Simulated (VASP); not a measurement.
Calculation: PBEsol GGA, VASP's PBE PAW potentials (set 64) (plane waves; VASP).

Input for VASP

File KPOINTS:
```
Automatic
0
G
  5 5 8
0 0 0
```

### POSCAR
```
SnO2
1
    4.7701778429     0.0000000000     0.0000000000
    0.0000000000     4.7701778429     0.0000000000
    0.0000000000     0.0000000000     3.2197953572
Sn O
2 4
Direct
  0.0000000000   0.0000000000   0.0000000000
  0.5000000000   0.5000000000   0.5000000000
  0.3063833544   0.3063833544   0.0000000000
  0.8063833544   0.1936166456   0.5000000000
  0.1936166456   0.8063833544   0.5000000000
  0.6936166456   0.6936166456   0.0000000000
```

INCAR:
```
SYSTEM = SnO2
PREC = Accurate
ENCUT = 520
EDIFF = 1E-7
NELM = 100
ALGO = Normal
LREAL = .FALSE.
LASPH = .TRUE.
ISMEAR = -5
GGA = PS
LMAXMIX = 4
LWAVE = .FALSE.
LCHARG = .TRUE.
LORBIT = 11
NEDOS = 601
ISIF = 2
LEFG = .TRUE.
```

POTCAR, in this order: Sn_d O (PBE.64 set). Program: vasp_std.

### Question
What will the output report for the number of irreducible k-points (NKPTS), number of bands (NBANDS), largest plane-wave count, number of space-group operations, FFT grid (NGX, NGY, NGZ)?

### Answer

```yaml
number of irreducible k-points (NKPTS): 30
number of bands (NBANDS): 31
largest_plane_wave_count: 1998
number_of_space_group_operations: 16
FFT grid (NGX, NGY, NGZ): 36 × 36 × 24
```

The compound is SnO2 in the rutile structure. It was relaxed first.
